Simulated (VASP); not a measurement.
A convergence study with VASP on SnO$_{2}$ (rutile): one setting is varied, all else stays as given below, so the limit is that of these other settings. Each run relaxes cell and ions from the cell shown.

```yaml
crystal:
  lattice:
    - [4.74000, 0.00000, 0.00000]
    - [0.00000, 4.74000, 0.00000]
    - [0.00000, 0.00000, 3.19000]
  atoms:
    - { symbol: Sn, position: [0.00000, 0.00000, 0.00000] }
    - { symbol: Sn, position: [0.50000, 0.50000, 0.50000] }
    - { symbol: O, position: [0.30700, 0.30700, 0.00000] }
    - { symbol: O, position: [0.80700, 0.19300, 0.50000] }
    - { symbol: O, position: [0.19300, 0.80700, 0.50000] }
    - { symbol: O, position: [0.69300, 0.69300, 0.00000] }
```

The numbers are results of PBEsol GGA, VASP's PBE PAW potentials (set 64) (plane waves; VASP), not measurements. The tightest run used: 700 eV cut-off, 7×7×11 Γ-centred mesh, Gaussian smearing of 0.050 eV, potentials Sn_d O.

Unless said otherwise, spin-orbit coupling is left out, though it shifts the bands of the heavy elements here. Gaps are read on the run's mesh, which can miss a band edge.

The settings run are 1×1×2 mesh; 2×2×3 mesh; 2×2×4 mesh; 3×3×5 mesh; 4×4×7 mesh; 5×5×8 mesh; 6×6×9 mesh; 6×6×10 mesh; 7×7×11 mesh. From which on does the relaxed volume stay within 0.05 Å³/atom of the tightest run?

From 2×2×3 mesh on: it is off by 0.027 there and by no more than 0.05 in any finer run, while 1×1×2 mesh is off by 0.206.
```tsv
setting	relaxed volume (Å³/atom)	E (eV/atom)	gap on the mesh (eV)	irreducible k-points	difference judged (Å³/atom)
1×1×2 mesh	11.995	-6.4601	1.050	2	0.206
2×2×3 mesh	12.173	-6.5971	0.893	6	0.027
2×2×4 mesh	12.186	-6.6071	0.899	9	0.014
3×3×5 mesh	12.196	-6.6131	0.892	9	0.005
4×4×7 mesh	12.199	-6.6142	0.890	24	0.001
5×5×8 mesh	12.200	-6.6143	0.889	30	0.000
6×6×9 mesh	12.200	-6.6143	0.889	50	0.000
6×6×10 mesh	12.200	-6.6144	0.889	60	0.000
7×7×11 mesh	12.200	-6.6144	0.889	60	0.000
```

Left out are rungs that failed or repeat a setting and relaxations that didn't move; long series are thinned to 24 rows.

The compound is SnO2 in the rutile structure.
